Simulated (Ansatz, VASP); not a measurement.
# Cross-check of In between VASP and Ansatz, part 2 of 2

Aim: how closely do two programs agree when they are given the same cell, functional and k mesh? The cell is taken from a series of runs on this material, whose earlier steps may have relaxed, scaled, displaced or heated it; both programs get it as it stands.

VASP 6.6.1 and Ansatz 0.2.0.

So far: Set-up; Ansatz: elastic constants, PBE with D3(BJ).

**3. VASP: elastic constants, PBE with D3(BJ)**

Level of this step: PBE with D3(BJ); plane waves and PAW (In_d) (VASP).

The same cell, functional, mesh and smearing now go to VASP, with its own data sets.

Lines of VASP's logs that name or quote its potential files are left out, and so is its time.

INCAR

```
SYSTEM = In
PREC = Accurate
ENCUT = 500
EDIFF = 1E-08
NELM = 120
ISMEAR = -1
SIGMA = 0.15
LREAL = .FALSE.
ALGO = Normal
GGA = PE
IVDW = 12
NBANDS = 12
LORBIT = 11
LWAVE = .FALSE.
LCHARG = .FALSE.
ISIF = 3
IBRION = 6
NFREE = 2
POTIM = 0.015
NSW = 1
LASPH = .TRUE.
GGA_COMPAT = .FALSE.
KPAR = 2
```

POSCAR

```
In
1.0
   -1.6389963796      1.6389963796      2.4303885435
    1.6389963796     -1.6389963796      2.4303885435
    1.6389963796      1.6389963796     -2.4303885435
In
1
Direct
    0.0000000000      0.0000000000      0.0000000000
```

KPOINTS

```
Automatic mesh
0
Gamma
22 22 22
0 0 0
```

The projector-augmented-wave data sets are In_d (PBE family, release 64).

Started as:

```
mpirun -np 2 vasp_std
```

Numbers of over 12 decimals in the logs are rounded to 6 here.

Output:

```text
[banner, memory and clock lines left out]
running    2 mpi-ranks, on    1 nodes
 distrk:  each k-point on    1 cores,    2 groups
 distr:  one band on    1 cores,    1 groups

 POSCAR found type information on POSCAR In
 POSCAR found :  1 types and       1 ions
 LDA part: xc-table for (Slater+PW92), standard interpolation
 POSCAR, INCAR and KPOINTS ok, starting setup
 FFT: planning ... GRIDC
 FFT: planning ... GRID_SOFT
 FFT: planning ... GRID
 WAVECAR not read
 entering main loop
       N       E                     dE             d eps       ncg     rms          rms(c)
DAV:   1     0.775930491177E+02    0.77593E+02   -0.61229E+03 20328   0.133E+03
DAV:   2     0.114753873560E+01   -0.76446E+02   -0.74461E+02 20980   0.287E+02
DAV:   3    -0.250928665481E+01   -0.36568E+01   -0.36448E+01 23820   0.636E+01
DAV:   4    -0.259215138434E+01   -0.82865E-01   -0.82839E-01 25500   0.954E+00
DAV:   5    -0.259579095917E+01   -0.36396E-02   -0.36395E-02 27452   0.177E+00    0.231E+00
DAV:   6    -0.257286097281E+01    0.22930E-01   -0.36525E-02 25776   0.391E+00    0.115E+00
DAV:   7    -0.256838791304E+01    0.44731E-02   -0.11463E-02 26224   0.203E+00    0.258E-01
DAV:   8    -0.256811226753E+01    0.27565E-03   -0.90346E-04 28640   0.498E-01    0.334E-02
DAV:   9    -0.256811827517E+01   -0.60076E-05   -0.11075E-05 27404   0.466E-02    0.149E-02
DAV:  10    -0.256811910397E+01   -0.82880E-06   -0.12879E-06 22732   0.116E-02    0.164E-03
DAV:  11    -0.256811908655E+01    0.17420E-07   -0.47429E-08 26572   0.188E-03    0.105E-03
DAV:  12    -0.256811902413E+01    0.62414E-07   -0.46057E-09 15172   0.116E-03    0.142E-04
DAV:  13    -0.256811902217E+01    0.19609E-08   -0.42461E-10 13196   0.257E-04
   1 F= -.29069163E+01 E0= -.28900649E+01  d E =-.337029E-01
[... from here on, the cycles between the ionic steps are left out ...]
   2 F= -.29059139E+01 E0= -.28887668E+01  d E =-.342942E-01
   3 F= -.29058921E+01 E0= -.28893221E+01  d E =-.331399E-01
   9 F= -.29068536E+01 E0= -.28899662E+01  d E =-.337748E-01
  10 F= -.29067346E+01 E0= -.28898808E+01  d E =-.337076E-01
  11 F= -.29067347E+01 E0= -.28898809E+01  d E =-.337076E-01
  12 F= -.29067347E+01 E0= -.28898822E+01  d E =-.337050E-01
  13 F= -.29067347E+01 E0= -.28898822E+01  d E =-.337050E-01
  14 F= -.29069166E+01 E0= -.28900651E+01  d E =-.337029E-01
  15 F= -.29069166E+01 E0= -.28900651E+01  d E =-.337029E-01
  16 F= -.29069163E+01 E0= -.28900648E+01  d E =-.337029E-01
 Finite differences progress:
  Degree of freedom:   8/  8
  Displacement:        1/  2
  Total:              15/ 16
 bond charge predicted
       N       E                     dE             d eps       ncg     rms          rms(c)
DAV:   1    -0.255804805045E+01    0.10071E-01   -0.46324E+00 23572   0.152E+01    0.778E-02
DAV:   2    -0.256801482701E+01   -0.99668E-02   -0.10076E-01 24700   0.336E+00    0.458E-02
DAV:   3    -0.256813077618E+01   -0.11595E-03   -0.14491E-03 25808   0.331E-01    0.296E-02
DAV:   4    -0.256812506769E+01    0.57085E-05   -0.18538E-04 26248   0.233E-01    0.173E-02
DAV:   5    -0.256812059667E+01    0.44710E-05   -0.10327E-05 24896   0.546E-02    0.920E-03
DAV:   6    -0.256811886496E+01    0.17317E-05   -0.51589E-06 25884   0.450E-02    0.964E-04
DAV:   7    -0.256811898719E+01   -0.12224E-06   -0.25039E-07 26560   0.865E-03    0.367E-04
DAV:   8    -0.256811897799E+01    0.92068E-08   -0.62846E-09 14156   0.112E-03
  17 F= -.29069163E+01 E0= -.28900648E+01  d E =-.337029E-01
 Finite differences progress:
  Degree of freedom:   8/  8
  Displacement:        2/  2
  Total:              16/ 16
```

Parts of OUTCAR (step 3):

```text
ion  position               nearest neighbor table
   1  0.000  0.000  0.000-

  LATTYP: Found a body centered tetragonal cell.
 ALAT       =     3.2779927592
 C/A-ratio  =     1.4828516852

 Subroutine GETGRP returns: Found 16 space group operations
 (whereof 16 operations were pure point group operations)

The static configuration has the point symmetry D_4h.

 Found    834 irreducible k-points:

   k-points           NKPTS =    834   k-points in BZ     NKDIM =    834   number of bands    NBANDS=     12

   dimension x,y,z NGX =    24 NGY =   24 NGZ =   24
   dimension x,y,z NGXF=    48 NGYF=   48 NGZF=   48

   ENCUT  =  500.0 eV  36.75 Ry    6.06 a.u.   6.12  6.12  6.12*2*pi/ulx,y,z

   NELECT =      13.0000    total number of electrons

 k-points in reciprocal lattice and weights: Automatic mesh
   0.00000000  0.00000000  0.00000000       0.000
   0.04545455  0.00000000  0.00000000       0.001
   0.09090909  0.00000000  0.00000000       0.001
   0.13636364 -0.00000000  0.00000000       0.001
   0.18181818  0.00000000  0.00000000       0.001
   0.22727273 -0.00000000  0.00000000       0.001
   0.27272727 -0.00000000  0.00000000       0.001
   0.31818182 -0.00000000  0.00000000       0.001
   0.36363636 -0.00000000  0.00000000       0.001
[...]
-0.45454545 -0.45454545  0.45454545       0.000
   0.50000000  0.50000000  0.50000000       0.000

 Edisp (eV)   -0.33880

 average (electrostatic) potential at core
       1 -93.7858

 E-fermi :   7.5575

 k-point     1 :       0.0000    0.0000    0.0000
  band No.  band energies     occupation
    ...
      2      -7.0718      2.00000
      3      -7.0718      2.00000
      4      -6.9567      2.00000
      5      -6.8903      2.00000
      6      -2.0131      2.00000
      7      18.1056      0.00000
      8      18.1056      0.00000
      9      18.2263      0.00000
     10      19.0899      0.00000
     11      21.5132      0.00000
    ...

 k-point     2 :       0.0455    0.0000    0.0000
  band No.  band energies     occupation
    ...
      2      -7.0716      2.00000
      3      -7.0683      2.00000
      4      -6.9566      2.00000
      5      -6.8914      2.00000
      6      -1.9679      2.00000
      7      17.4880      0.00000
      8      18.0360      0.00000
      9      18.0820      0.00000
     10      18.9702      0.00000
     11      21.6965      0.00000
    ...

 k-point     3 :       0.0909    0.0000    0.0000
  band No.  band energies     occupation
    ...
      2      -7.0707      2.00000
      3      -7.0587      2.00000
      4      -6.9553      2.00000
      5      -6.8941      2.00000
      6      -1.8317      2.00000
      7      16.0919      0.00000
      8      17.7975      0.00000
      9      17.8555      0.00000
     10      18.9006      0.00000
     11      22.0975      0.00000
    ...

 Edisp (eV)   -0.33880

  Total      -0.00295    -0.00295    -0.00382     0.00000     0.00000     0.00000
  in kB      -0.18113    -0.18113    -0.23412     0.00000     0.00000     0.00000
  external pressure =       -0.20 kB  Pullay stress =        0.00 kB

  energy-cutoff  :      500.00
  volume of cell :       26.12
      direct lattice vectors                 reciprocal lattice vectors
    -1.638996380  1.638996380  2.430388543     0.000000000  0.305064737  0.205728422
     1.638996380 -1.638996380  2.430388543     0.305064737  0.000000000  0.205728422
     1.638996380  1.638996380 -2.430388543     0.305064737  0.305064737  0.000000000

 POSITION                                       TOTAL-FORCE (eV/Angst)
 -----------------------------------------------------------------------------------
      0.00000      0.00000     -0.01500         0.000000      0.000000     -0.000000
 -----------------------------------------------------------------------------------
    total drift:                               -0.000000     -0.000000     -0.000196

  FREE ENERGIE OF THE ION-ELECTRON SYSTEM (eV)
  ---------------------------------------------------
  free  energy   TOTEN  =        -2.9069162899 eV

  energy  without entropy=       -2.8732133794  energy(sigma->0) =       -2.89006483

  SYMMETRIZED ELASTIC MODULI (kBar)
 Direction    XX          YY          ZZ          XY          YZ          ZX
 --------------------------------------------------------------------------------
 XX         553.8307    275.1006    396.5434      0.0000      0.0000      0.0000
 YY         275.1006    553.8307    396.5434      0.0000      0.0000      0.0000
 ZZ         396.5434    396.5434    436.7179      0.0000      0.0000     -0.0000
 XY           0.0000      0.0000      0.0000     26.6012      0.0000      0.0000
 YZ           0.0000      0.0000      0.0000      0.0000     92.9054      0.0000
 ZX           0.0000      0.0000     -0.0000      0.0000      0.0000     92.9054
 --------------------------------------------------------------------------------

 Eigenvectors and eigenvalues of the dynamical matrix
 ----------------------------------------------------

   1 f/i=    0.000000 THz     0.000000 2PiTHz    0.000000 cm-1     0.000000 meV
             X         Y         Z           dx          dy          dz
      0.000000  0.000000  0.000000     1.000000    0.000000    0.000000

   2 f/i=    0.000000 THz     0.000000 2PiTHz    0.000000 cm-1     0.000000 meV
             X         Y         Z           dx          dy          dz
      0.000000  0.000000  0.000000     0.000000    1.000000    0.000000

   3 f/i=    0.000000 THz     0.000000 2PiTHz    0.000000 cm-1     0.000000 meV
             X         Y         Z           dx          dy          dz
      0.000000  0.000000  0.000000     0.000000    0.000000    1.000000

 ELASTIC MODULI CONTR FROM IONIC RELAXATION (kBar)
 Direction    XX          YY          ZZ          XY          YZ          ZX
 --------------------------------------------------------------------------------
 XX           0.0000      0.0000      0.0000      0.0000      0.0000      0.0000
 YY           0.0000      0.0000      0.0000      0.0000      0.0000      0.0000
 ZZ           0.0000      0.0000      0.0000      0.0000      0.0000      0.0000
 XY           0.0000      0.0000      0.0000      0.0000      0.0000      0.0000
 YZ           0.0000      0.0000      0.0000      0.0000      0.0000      0.0000
 ZX           0.0000      0.0000      0.0000      0.0000      0.0000      0.0000
 --------------------------------------------------------------------------------

 TOTAL ELASTIC MODULI (kBar)
 Direction    XX          YY          ZZ          XY          YZ          ZX
 --------------------------------------------------------------------------------
 XX         553.8307    275.1006    396.5434      0.0000      0.0000      0.0000
 YY         275.1006    553.8307    396.5434      0.0000      0.0000      0.0000
 ZZ         396.5434    396.5434    436.7179      0.0000      0.0000     -0.0000
 XY           0.0000      0.0000      0.0000     26.6012      0.0000      0.0000
 YZ           0.0000      0.0000      0.0000      0.0000     92.9054      0.0000
 ZX           0.0000      0.0000     -0.0000      0.0000      0.0000     92.9054
 --------------------------------------------------------------------------------

 total charge
# of ion       s       p       d       tot
------------------------------------------
    1        1.000   0.493   9.850  11.343

[... 3 further parts left out ...]
```

This run has no spin polarisation. Its electron count is odd, so without a moment it is a metal by construction. The last energy, forces, stress and levels in OUTCAR belong to the last displaced cell, not to the cell of POSCAR. Dispersion corrections of this kind ignore metallic screening and tend to overbind metals.

Levels, forces or a CONTCAR printed for this step are those of its last displaced cell, not of the structure at rest.

**4. Comparison**

Known differences besides the potentials themselves: the cutoff is 420 eV in Ansatz and 500 eV in VASP; VASP takes each elastic constant from one size of strain, Ansatz from those that its log lists. Total energies have different zeros and are not compared.

Both answers:

```csv
quantity,Ansatz,VASP,difference
C11 (GPa),55.4,55.4,+0.03 %
C22 (GPa),55.4,55.4,+0.03 %
C33 (GPa),44.2,43.7,+1.13 %
C12 (GPa),27.7,27.5,+0.54 %
C13 (GPa),39.7,39.6,+0.24 %
C23 (GPa),39.7,39.6,+0.24 %
C44 (GPa),9.3,9.3,+0.46 %
C55 (GPa),9.3,9.3,+0.46 %
C66 (GPa),3.0,2.7,+11.47 %
```

**5. Summary of results**

| Item | Value |
| --- | --- |
| difference in C66 (elastic constants, PBE with D3(BJ)) | 11 % |

**Reading.** The difference in C66 is 11 % (elastic constants, PBE with D3(BJ)), beyond the 5 % picked in this series as the mark of a large difference. Such differences can come from data sets, numerical settings and the points named under the comparisons, not from the functional's error against experiment.

[Lines on the potential files, build, host, timing and source positions are cut from VASP's logs without a mark.]

[Logs are printed without paths, hosts, clocks, repeated set-up lines and the standing remarks that a program may print on its own settings, such as how far it seeks lower states.]

[Hosts, paths, dates, database ids (printed as entryN), source tags and the programs' standing remarks are cut or masked in the printed files.]
